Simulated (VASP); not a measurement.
Data:

```
AlTa
1.0
    3.78300     0.00000     0.00000
    0.00000     3.78300     0.00000
    0.00000     0.00000     3.78300
Ta Al
1 1
Direct
  0.00000   0.00000   0.00000
  0.50000   0.50000   0.50000
```

The numbers are results of PBEsol GGA, VASP's PBE PAW potentials (set 64) (plane waves; VASP), not measurements. Run with 400 eV cut-off, 9×9×9 Γ-centred mesh, first-order Methfessel-Paxton smearing of 0.10 eV, potentials Ta_pv Al.

Energy and stress use the plane-wave basis of the starting cell.

**Question.** The ions, cell shape and volume are relaxed. Which structure does the run end with?

**Answer.** 
```
AlTa
1.0
    3.19575     0.00000     0.00000
    0.00000     3.19575     0.00000
    0.00000     0.00000     3.19575
Ta Al
1 1
Direct
  0.00000   0.00000   0.00000
  0.50000   0.50000   0.50000
```
Space group Pm-3m (221), at a tolerance of 0.03 Å.

**Question.** How do energy and volume change from the first to the last step?

**Answer.** The energy (σ→0) changes by -1469.4 meV/atom and the volume by -39.7 %, in 7 ionic steps.

```
step  E(σ→0) (eV)  max force (eV/Å)  pressure (GPa)  volume (Å³)
----  -----------  ----------------  --------------  -----------
1        -13.5092             0.000          -27.81        54.14
2        -15.0682             0.000           72.33        25.04
3        -16.4433             0.000           -2.61        33.19
4        -16.4476             0.000           -0.71        32.78
5        -16.4473             0.000            1.05        32.43
6        -16.4469             0.000           -1.27        32.90
7        -16.4479             0.000            0.01        32.64
```

The structure was generated: TaAl was put into the CsCl type type (Pm-3m), which need not be its known phase. This run relaxes it. Symmetry was kept, so distortions that lower it aren't found.
